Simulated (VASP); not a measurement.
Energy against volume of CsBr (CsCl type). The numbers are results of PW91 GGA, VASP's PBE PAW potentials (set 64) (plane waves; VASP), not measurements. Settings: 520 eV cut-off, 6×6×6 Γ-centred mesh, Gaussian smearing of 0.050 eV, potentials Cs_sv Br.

| V (Å³/atom) | E (eV/atom) |
|---|---|
| 39.447 | -3.03530 |
| 40.706 | -3.04073 |
| 41.965 | -3.04259 |
| 43.224 | -3.04149 |

### Question
Fit these four points and predict the energy of the run at 44.483 Å³/atom.

### Answer
A cubic in V^(−2/3), the third-order Birch-Murnaghan form, passes through the four points with V0 = 42.09 Å³/atom and B0 = 12 GPa, and gives -3.0379 eV/atom there. The run gave -3.0379 eV/atom, +0.0 meV/atom from the fit; all five points give B0 = 12 GPa.

The compound is CsBr in the CsCl type structure. It was relaxed first, which changed the volume by +7 %.
